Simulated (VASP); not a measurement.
A run of VASP 6.6.1:

The input INCAR:

```
SYSTEM = Cu16CO
PREC = Accurate
ENCUT = 520
EDIFF = 1E-7
ISMEAR = 0
SIGMA = 0.1
LREAL = Auto
LASPH = .True.
NELM = 100
ALGO = Fast
ISIF = 2
LWAVE = .False.
LCHARG = .False.
LDIPOL = .True.
IDIPOL = 3
DIPOL = 0.5 0.5 0.524
GGA = PE
NBANDS = 108
```

File KPOINTS:

```
regular mesh
0
Gamma
  6 6 1
  0 0 0
```

The input POSCAR:

```
Cu16CO
1.0
    5.1123820280      0.0000000000      0.0000000000
    2.5561910140      4.4274527101      0.0000000000
    0.0000000000      0.0000000000     24.2613636694
Cu C O
16 1 1
Direct
    0.0000000000      0.0000000000      0.3709601868
    0.5000000000      0.0000000000      0.3709601868
    0.0000000000      0.5000000000      0.3709601868
    0.5000000000      0.5000000000      0.3709601868
    0.1666666667      0.1666666667      0.4569867289
    0.6666666667      0.1666666667      0.4569867289
    0.1666666667      0.6666666667      0.4569867289
    0.6666666667      0.6666666667      0.4569867289
   -0.1675628597      0.3351257194      0.5432849587
    0.3333333333      0.3333333333      0.5410469322
   -0.1675628597      0.8324371403      0.5432849587
    0.3351257194      0.8324371403      0.5432849587
    0.0000000000      0.0000000000      0.6263274501
    0.5004429740     -0.0008859481      0.6302649249
   -0.0008859481      0.5004429740      0.6302649249
    0.5004429740      0.5004429740      0.6302649249
    0.3333333333      0.3333333333      0.6887382433
    0.3333333333      0.3333333333      0.7370625165
```

Potentials or basis: VASP PAW PBE potentials, release 64 (Cu, C, O).

The run is started by

```sh
$ cat potpaw_PBE.64/Cu/POTCAR potpaw_PBE.64/C/POTCAR potpaw_PBE.64/O/POTCAR > POTCAR
$ mpirun -np 1 vasp_std > vasp.out
```

Hardware: 1 thread of Intel(R) Xeon(R) Platinum 8559C (Emerald Rapids), on a shared host.

Task: Estimate the wall time of this run.

Result: It took 19 min on 1 thread of Intel(R) Xeon(R) Platinum 8559C (Emerald Rapids) (shared host), peak memory 0.76 GiB. Counts: scf iterations 34, k points 7.
